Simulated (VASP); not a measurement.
Crystal: Ta4NiO11.

```xyz
16
Lattice="0.0000 4.8671 4.8671 4.8671 0.0000 4.8671 4.8671 4.8671 0.0000" Properties=species:S:1:pos:R:3 pbc="T T T"
Ta    3.6011    6.1333    3.6011
Ta    6.1333    6.1333    6.1333
Ta    6.1333    3.6011    3.6011
Ta    3.6011    3.6011    6.1333
Ni    0.0000    0.0000    0.0000
O     2.4336    2.4336    2.4336
O     6.3910    8.2105    6.3910
O     8.2105    8.2105    8.2105
O     8.2105    6.3910    6.3910
O     6.3910    6.3910    8.2105
O     6.8118    4.8671    4.8671
O     2.9225    4.8671    4.8671
O     4.8671    4.8671    6.8118
O     4.8671    4.8671    2.9225
O     4.8671    2.9225    4.8671
O     4.8671    6.8118    4.8671
```

The cell was built by a generator and needn't be a form met in nature.

| Quantity | Value |
| --- | --- |
| Program | VASP 6.6.1 |
| Task | relaxation of cell and atoms |
| Functional | PBE |
| Dispersion | TS |
| Potentials or basis | VASP PAW PBE potentials, release 64 (Ta_pv, Ni, O) |
| Cutoff | 600 eV |
| k mesh | 5 × 5 × 5 |
| Occupations | fermi-dirac, width 0.05 eV |
| Spin | collinear spin, ferromagnetic start |
| Starting moments | [0.0, 0.0, 0.0, 0.0, 1.0, 0.0, 0.0, 0.0, 0.0, 0.0, 0.0, 0.0, 0.0, 0.0, 0.0, 0.0] μB |

At the start: pressure -1.9 GPa; volume 14.41 Å³/atom.

Task: How do energy, volume and symmetry change on relaxing?

Result: Over 20 steps the energy falls by 24.5 meV/atom and the volume is 14.21 Å³/atom (-1.4 %); space group F-43m (No. 216, to 0.05 Å); moment 2.17 μB per cell.

Step by step:
```tsv
step	energy change (eV)	largest force (eV/Å)	pressure (GPa)	volume (Å³)
1	0.0000	0.0717	-1.85	230.60
2	-0.3469	0.3977	2.94	225.08
3	-0.3283	0.3330	0.44	228.28
4	-0.3290	0.3201	0.11	228.60
5	-0.3284	0.4703	0.99	226.46
6	-0.3840	0.1474	0.53	227.56
7	-0.3893	0.1744	-0.55	228.07
8	-0.3895	0.1631	-0.32	227.97
9	-0.3901	0.1821	-0.24	227.47
10	-0.3909	0.0446	-0.16	227.69
11	-0.3909	0.0428	-0.20	227.70
12	-0.3909	0.0322	0.20	227.28
13	-0.3910	0.0261	-0.03	227.53
14	-0.3911	0.0269	0.00	227.42
15	-0.3910	0.0294	0.09	227.35
16	-0.3912	0.0276	0.07	227.35
17	-0.3912	0.0320	0.04	227.35
18	-0.3915	0.0083	-0.12	227.43
19	-0.3915	0.0058	-0.15	227.43
20	-0.3914	0.0058	-0.02	227.40
```

Final structure:
```yaml
crystal:
  lattice:
    - [-0.00002, 4.84457, 4.84457]
    - [4.84457, -0.00002, 4.84457]
    - [4.84457, 4.84457, -0.00002]
  atoms:
    - { symbol: Ta, position: [0.63028, 0.10917, 0.63028] }
    - { symbol: Ta, position: [0.63028, 0.63028, 0.63028] }
    - { symbol: Ta, position: [0.10917, 0.63028, 0.63028] }
    - { symbol: Ta, position: [0.63028, 0.63028, 0.10917] }
    - { symbol: Ni, position: [0.00000, 0.00000, 0.00000] }
    - { symbol: O, position: [0.25000, 0.25000, 0.25000] }
    - { symbol: O, position: [0.84404, 0.46788, 0.84404] }
    - { symbol: O, position: [0.84404, 0.84404, 0.84404] }
    - { symbol: O, position: [0.46788, 0.84404, 0.84404] }
    - { symbol: O, position: [0.84404, 0.84404, 0.46788] }
    - { symbol: O, position: [0.29859, 0.70141, 0.70141] }
    - { symbol: O, position: [0.70141, 0.29859, 0.29859] }
    - { symbol: O, position: [0.70141, 0.70141, 0.29859] }
    - { symbol: O, position: [0.29859, 0.29859, 0.70141] }
    - { symbol: O, position: [0.29859, 0.70141, 0.29859] }
    - { symbol: O, position: [0.70141, 0.29859, 0.70141] }
```

Caveat: atom-pairwise D2, TS and ULG terms overbind metals; a cell with one magnetic atom can't hold antiferromagnetic order, which such compounds often take; pairwise dispersion overbinds metals, which lowers pressure and volume.
